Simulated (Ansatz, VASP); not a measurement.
# W (W(100)-(3x1) missing row) in two plane-wave programs, part 2 of 2

One calculation is typed for both programs; each brings its own data sets. How far apart do they land? The cell is taken from a series of runs on this material, whose earlier steps may have relaxed, scaled, displaced or heated it; both programs get it as it stands.

VASP 6.6.1 and Ansatz 0.2.0.

So far: The structure; Ansatz: single point, PBE.

### 3. VASP: single point, PBE

Level of this step: PBE; plane waves and PAW (W) (VASP).

The same cell, functional, mesh and smearing now go to VASP, with its own data sets.

Lines of VASP's logs that name or quote its potential files are left out, and so is its time.

Input file INCAR:

```
SYSTEM = W
PREC = Accurate
ENCUT = 520
EDIFF = 1E-06
NELM = 120
ISMEAR = -1
SIGMA = 0.05
LREAL = .FALSE.
ALGO = Normal
GGA = PE
NBANDS = 56
LASPH = .TRUE.
LORBIT = 11
LWAVE = .FALSE.
LCHARG = .FALSE.
ISIF = 2
LDIPOL = .TRUE.
IDIPOL = 3
DIPOL = 0.5 0.5 0.49
LVHAR = .TRUE.
GGA_COMPAT = .FALSE.
NELMDL = -8
KPAR = 4
```

Input file POSCAR:

```
W
1.0
    9.4800000000      0.0000000000      0.0000000000
    0.0000000000      3.1600000000      0.0000000000
    0.0000000000      0.0000000000     23.3200000000
W
14
Direct
    0.0000000017      0.0000000000      0.3644939966
    0.3333333317      0.0000000000      0.3644939966
    0.6666666667      0.0000000000      0.3644939966
    0.1666666667      0.5000000000      0.4322469983
    0.5000000017      0.5000000000      0.4322469983
    0.8333333317      0.5000000000      0.4322469983
    0.9987587182      0.0000000000      0.4999525299
    0.3345746153      0.0000000000      0.4999525299
    0.6666666667      0.0000000000      0.5021892690
    0.1666666667      0.5000000000      0.5695621038
    0.4973764150      0.5000000000      0.5698577545
    0.8359569185      0.5000000000      0.5698577545
    0.9974677037      0.0000000000      0.6290315129
    0.3358656298      0.0000000000      0.6290315129
```

Input file KPOINTS:

```
Automatic mesh
0
Gamma
8 20 1
0 0 0
```

Potentials, in the order of the species: W (PBE family, release 64).

Run with:

```sh
> mpirun -np 4 vasp_std
```

Numbers of over 12 decimals in the logs are rounded to 6 here.

The log of the run:

```text
[banner, memory and clock lines left out]
running    4 mpi-ranks, on    1 nodes
 distrk:  each k-point on    1 cores,    4 groups
 distr:  one band on    1 cores,    1 groups

 POSCAR found type information on POSCAR W
 POSCAR found :  1 types and      14 ions
 LDA part: xc-table for (Slater+PW92), standard interpolation
 POSCAR, INCAR and KPOINTS ok, starting setup
 FFT: planning ... GRIDC
 FFT: planning ... GRID_SOFT
 FFT: planning ... GRID
 WAVECAR not read
 entering main loop
       N       E                     dE             d eps       ncg     rms          rms(c)
DAV:   1     0.439403179616E+03    0.43940E+03   -0.29771E+04  6160   0.116E+03
DAV:   2    -0.110081169751E+03   -0.54948E+03   -0.51423E+03  8896   0.242E+02
DAV:   3    -0.175156252780E+03   -0.65075E+02   -0.62519E+02  7400   0.816E+01
DAV:   4    -0.180403714608E+03   -0.52475E+01   -0.50901E+01 10120   0.193E+01
DAV:   5    -0.180618802241E+03   -0.21509E+00   -0.21020E+00  9736   0.398E+00
DAV:   6    -0.180631227002E+03   -0.12425E-01   -0.12177E-01 10424   0.743E-01
DAV:   7    -0.180632118477E+03   -0.89147E-03   -0.87956E-03  9800   0.165E-01
DAV:   8    -0.180632197946E+03   -0.79469E-04   -0.78802E-04 10368   0.372E-02    0.668E+01
DAV:   9    -0.183952242018E+03   -0.33200E+01   -0.12275E+02 10096   0.280E+01    0.379E+01
DAV:  10    -0.398098361990E+03   -0.21415E+03   -0.20664E+03 11480   0.138E+02    0.431E+01
DAV:  11    -0.194980501915E+03    0.20312E+03   -0.10363E+03 11152   0.976E+01    0.334E+01
DAV:  12    -0.168420333597E+03    0.26560E+02   -0.27629E+02 10520   0.550E+01    0.150E+01
DAV:  13    -0.167575406183E+03    0.84493E+00   -0.59301E+01 10424   0.209E+01    0.828E+00
DAV:  14    -0.167505051111E+03    0.70355E-01   -0.48893E+00 10048   0.640E+00    0.640E+00
[...]
DAV:  34    -0.166834299731E+03   -0.45307E-05   -0.90426E-07  4520   0.297E-03    0.295E-03
DAV:  35    -0.166834302672E+03   -0.29415E-05   -0.41917E-07  4440   0.274E-03    0.201E-03
DAV:  36    -0.166834308856E+03   -0.61832E-05   -0.43109E-07  4688   0.237E-03    0.307E-03
DAV:  37    -0.166834312605E+03   -0.37491E-05   -0.24216E-07  4520   0.167E-03    0.209E-03
DAV:  38    -0.166834313804E+03   -0.11991E-05   -0.98169E-08  4376   0.138E-03    0.153E-03
DAV:  39    -0.166834314919E+03   -0.11149E-05   -0.99803E-08  4384   0.901E-04    0.100E-03
DAV:  40    -0.166834316556E+03   -0.16374E-05   -0.80305E-08  4368   0.995E-04    0.710E-04
DAV:  41    -0.166834316935E+03   -0.37915E-06   -0.38647E-08  4328   0.658E-04
   1 F= -.16683432E+03 E0= -.16677368E+03  d E =-.121275E+00
```

OUTCAR, selected parts (step 3):

```text
ion  position               nearest neighbor table
   1  0.000  0.000  0.364-   4 2.74   4 2.74   6 2.74   6 2.74   7 3.16   2 3.16   3 3.16
   2  0.333  0.000  0.364-   4 2.74   4 2.74   5 2.74   5 2.74   8 3.16   1 3.16   3 3.16
   3  0.667  0.000  0.364-   6 2.74   6 2.74   5 2.74   5 2.74   1 3.16   2 3.16   9 3.21
   4  0.167  0.500  0.432-   2 2.74   2 2.74   1 2.74   1 2.74   7 2.74   7 2.74   8 2.74   8 2.74
                             5 3.16   6 3.16  10 3.20
   5  0.500  0.500  0.432-   8 2.73   8 2.73   3 2.74   3 2.74   2 2.74   2 2.74   9 2.77   9 2.77
                             6 3.16   4 3.16  11 3.21
   6  0.833  0.500  0.432-   7 2.73   7 2.73   3 2.74   3 2.74   1 2.74   1 2.74   9 2.77   9 2.77
                             5 3.16   4 3.16  12 3.21
   7  0.999  0.000  0.500-   6 2.73   6 2.73   4 2.74   4 2.74  12 2.75  12 2.75  10 2.77  10 2.77
                            13 3.01   9 3.15   1 3.16   8 3.18
   8  0.335  0.000  0.500-   5 2.73   5 2.73   4 2.74   4 2.74  11 2.75  11 2.75  10 2.77  10 2.77
                            14 3.01   9 3.15   2 3.16   7 3.18
   9  0.667  0.000  0.502-  11 2.75  11 2.75  12 2.75  12 2.75   6 2.77   6 2.77   5 2.77   5 2.77
                             8 3.15   7 3.15   3 3.21
  10  0.167  0.500  0.570-  13 2.64  13 2.64  14 2.64  14 2.64   7 2.77   7 2.77   8 2.77   8 2.77
                            12 3.14  11 3.14   4 3.20
  11  0.497  0.500  0.570-  14 2.60  14 2.60   8 2.75   8 2.75   9 2.75   9 2.75  10 3.14   5 3.21
                            12 3.21
  12  0.836  0.500  0.570-  13 2.60  13 2.60   7 2.75   7 2.75   9 2.75   9 2.75  10 3.14   6 3.21
                            11 3.21
  13  0.997  0.000  0.629-  12 2.60  12 2.60  10 2.64  10 2.64   7 3.01  14 3.21
  14  0.336  0.000  0.629-  11 2.60  11 2.60  10 2.64  10 2.64   8 3.01  13 3.21

  LATTYP: Found a simple orthorhombic cell.
 ALAT       =     3.1600000000
 B/A-ratio  =     3.0000000000
 C/A-ratio  =     7.3797468354

 Subroutine GETGRP returns: Found  4 space group operations
 (whereof  2 operations were pure point group operations)

The static configuration has the point symmetry C_1h.
 The point group associated with its full space group is C_2v.

 Found     55 irreducible k-points:

   k-points           NKPTS =     55   k-points in BZ     NKDIM =     55   number of bands    NBANDS=     56

   dimension x,y,z NGX =    72 NGY =   24 NGZ =  180
   dimension x,y,z NGXF=   144 NGYF=   48 NGZF=  360

   ENCUT  =  520.0 eV  38.22 Ry    6.18 a.u.  17.63  5.88 43.36*2*pi/ulx,y,z

   NELECT =      84.0000    total number of electrons

 k-points in reciprocal lattice and weights: Automatic mesh
   0.00000000  0.00000000  0.00000000       0.006
   0.12500000  0.00000000  0.00000000       0.013
   0.25000000  0.00000000  0.00000000       0.013
   0.37500000  0.00000000  0.00000000       0.013
   0.50000000  0.00000000  0.00000000       0.006
   0.00000000  0.05000000  0.00000000       0.013
   0.12500000  0.05000000  0.00000000       0.025
   0.25000000  0.05000000  0.00000000       0.025
   0.37500000  0.05000000  0.00000000       0.025
[...]
0.37500000  0.50000000  0.00000000       0.013
   0.50000000  0.50000000  0.00000000       0.006

 dipolmoment           0.000000      0.000000     -0.020267 electrons x Angstroem

 average (electrostatic) potential at core
       1 -45.9543       2 -45.9543       3 -45.9810       4 -45.8582       5 -45.8649
       6 -45.8649       7 -46.0243       8 -46.0243       9 -45.9393      10 -45.9267
      11 -45.8167      12 -45.8167      13 -45.8854      14 -45.8854

 E-fermi :  -0.3198

 k-point     1 :       0.0000    0.0000    0.0000
  band No.  band energies     occupation
    ...
     40      -0.6978      1.99896
     41      -0.6775      1.99844
     42      -0.6136      1.99441
     43      -0.4787      1.92003
     44      -0.2966      0.77223
     45      -0.0592      0.01085
     46       0.0152      0.00246
     47       0.1892      0.00008
     48       0.3000      0.00001
     49       0.3580      0.00000
    ...

 k-point     2 :       0.1250    0.0000    0.0000
  band No.  band energies     occupation
    ...
     39      -0.8328      1.99993
     40      -0.6958      1.99892
     41      -0.5805      1.98918
     42      -0.5780      1.98864
     43      -0.4104      1.71959
     44      -0.1912      0.14199
     45      -0.0661      0.01246
     46       0.0198      0.00225
     47       0.1198      0.00030
     48       0.3017      0.00001
    ...

 k-point     3 :       0.2500    0.0000    0.0000
  band No.  band energies     occupation
    ...
     39      -0.8805      1.99997
     40      -0.5694      1.98653
     41      -0.5205      1.96455
     42      -0.5184      1.96305
     43      -0.3426      1.22456
     44      -0.1414      0.05496
     45      -0.0776      0.01564
     46       0.0656      0.00090
     47       0.1371      0.00022
     48       0.3772      0.00000
    ...

  Total      -17.3045905    -20.2784594    -10.7510870      0.0000000      0.0000000      0.0000000
  in kB      -39.6869699    -46.5073478    -24.6569295      0.0000000      0.0000000      0.0000000
  external PRESSURE =     -36.9504157 kB  Pullay stress =       0.0000000 kB

  energy-cutoff  :      520.00
  volume of cell :      698.59
      direct lattice vectors                 reciprocal lattice vectors
     9.480000000  0.000000000  0.000000000     0.105485232  0.000000000  0.000000000
     0.000000000  3.160000000  0.000000000     0.000000000  0.316455696  0.000000000
     0.000000000  0.000000000 23.320000000     0.000000000  0.000000000  0.042881647

 POSITION                                       TOTAL-FORCE (eV/Angst)
 -----------------------------------------------------------------------------------
      0.00000      0.00000      8.50000         0.022255      0.000000      1.601608
      3.16000      0.00000      8.50000        -0.022255      0.000000      1.601608
      6.32000      0.00000      8.50000        -0.000000      0.000000      1.617726
      1.58000      1.58000     10.08000        -0.000000      0.000000     -1.422038
      4.74000      1.58000     10.08000         0.258514      0.000000     -1.404349
      7.90000      1.58000     10.08000        -0.258514      0.000000     -1.404349
      9.46823      0.00000     11.65889        -0.008825      0.000000      0.015184
      3.17177      0.00000     11.65889         0.008825      0.000000      0.015184
      6.32000      0.00000     11.71105        -0.000000      0.000000      0.028545
      1.58000      1.58000     13.28219        -0.000000      0.000000      0.115171
      4.71513      1.58000     13.28908        -0.210466      0.000000     -0.010275
      7.92487      1.58000     13.28908         0.210466      0.000000     -0.010275
      9.45599      0.00000     14.66901         0.005159      0.000000     -0.371870
      3.18401      0.00000     14.66901        -0.005159      0.000000     -0.371870
 -----------------------------------------------------------------------------------
    total drift:                               -0.000000      0.000000      0.000127

  FREE ENERGIE OF THE ION-ELECTRON SYSTEM (eV)
  ---------------------------------------------------
  free  energy   TOTEN  =      -166.8343169353 eV

  energy  without entropy=     -166.7130414478  energy(sigma->0) =     -166.77367919

 vacuum level on the upper side and lower side of the slab         3.780         3.902

 total charge
# of ion       s       p       d       tot
------------------------------------------
    1        0.634   0.387   3.990   5.010
    2        0.634   0.387   3.990   5.010
    3        0.634   0.384   3.985   5.002
    4        0.683   0.678   4.159   5.520
    5        0.682   0.682   4.145   5.509
    6        0.682   0.682   4.145   5.509
    7        0.673   0.703   4.167   5.543
    8        0.673   0.703   4.167   5.543
    9        0.677   0.664   4.125   5.466
   10        0.713   0.703   4.231   5.646
   11        0.672   0.594   4.118   5.383
   12        0.672   0.594   4.118   5.383
   13        0.705   0.418   4.127   5.251
   14        0.705   0.418   4.127   5.251
--------------------------------------------------
tot          9.439   7.995  57.592  75.026

[... 3 further parts left out ...]
```

### 4. Side by side

Known differences besides the potentials themselves: the data sets hold 196 valence electrons in Ansatz (on its default PAW (the set named soft_2) files) and 84 in VASP; the cutoff is 420 eV in Ansatz and 520 eV in VASP. Total energies have different zeros and are not compared.

Compared:

```
                                   quantity  Ansatz  VASP  difference
 work function, lower of the two faces (eV)    4.08  4.10       -0.02
work function, higher of the two faces (eV)    4.21  4.22       -0.02
```

With vacuum in the cell, a pressure given here is an average over mostly empty space and none of the material.

### 5. Results

```yaml
difference_in_work_function_lower_of_the_two_faces_single_point_pbe: -0.018 eV
```

The difference in work function, lower of the two faces is -0.018 eV (single point, PBE). The data sets hold unlike numbers of valence electrons (196 in Ansatz and 84 in VASP), so part of the differences comes from the potentials. Such differences can come from data sets, numerical settings and the points named under the comparisons, not from the functional's error against experiment.

[Lines on the potential files, build, host, timing and source positions are cut from VASP's logs without a mark.]

[Logs are printed without paths, hosts, clocks, repeated set-up lines and the standing remarks that a program may print on its own settings, such as how far it seeks lower states.]

[Hosts, paths, dates, database ids (printed as entryN), source tags and the programs' standing remarks are cut or masked in the printed files.]
